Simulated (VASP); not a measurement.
Input of a VASP 6.6.1 run:

The input INCAR:

```
ALGO     = Normal         # electronic algorithm
EDIFF    = 1E-7           # SCF threshold, eV
ENCUT    = 520            # plane-wave cutoff, eV
ISIF     = 2              # what is computed and relaxed
ISMEAR   = -5             # smearing method
LASPH    = T              # aspherical terms in the spheres
LCHARG   = F              # write CHGCAR
LMAXMIX  = 4              # l up to which the mixer works
LMIXTAU  = T            
LORBIT   = 11             # projections on sites
LREAL    = F              # projectors in reciprocal space
LWAVE    = F              # write WAVECAR
METAGGA  = R2SCAN         # meta-GGA
NBANDS   = 20             # bands
NEDOS    = 2001           # points of the DOS
NELM     = 100            # most SCF steps
PREC     = Accurate       # precision mode
SIGMA    = 0.1            # smearing width, eV
```

The input KPOINTS:

```
k-points
0
Gamma
  10 10 10
```

File POSCAR:

```
MnHg
1.0
    3.3045690000      0.0000000000      0.0000000000
    0.0000000000      3.3045690000      0.0000000000
    0.0000000000      0.0000000000      3.3045690000
Mn Hg
1 1
Direct
    0.5000000000      0.5000000000      0.5000000000
    0.0000000000      0.0000000000      0.0000000000
```

Potentials or basis: VASP PAW PBE potentials, release 64 (Mn_pv, Hg).

Launch:

```bash
$ cat potpaw_PBE.64/Mn_pv/POTCAR potpaw_PBE.64/Hg/POTCAR > POTCAR
$ mpirun -np 1 vasp_std > vasp.out
```

(1) What does it give for the band gap on the k mesh?

(2) Predict the pressure.

Answers

(1) none (metal or under the smearing width).

(2) -17.7 GPa.

Caveat: so large a pressure means that the cell lies far from this level's equilibrium, or that cutoff or potentials fall short; the potentials were made for another functional, which shifts forces and pressure; tetrahedron occupations give inexact forces and stress in metals.
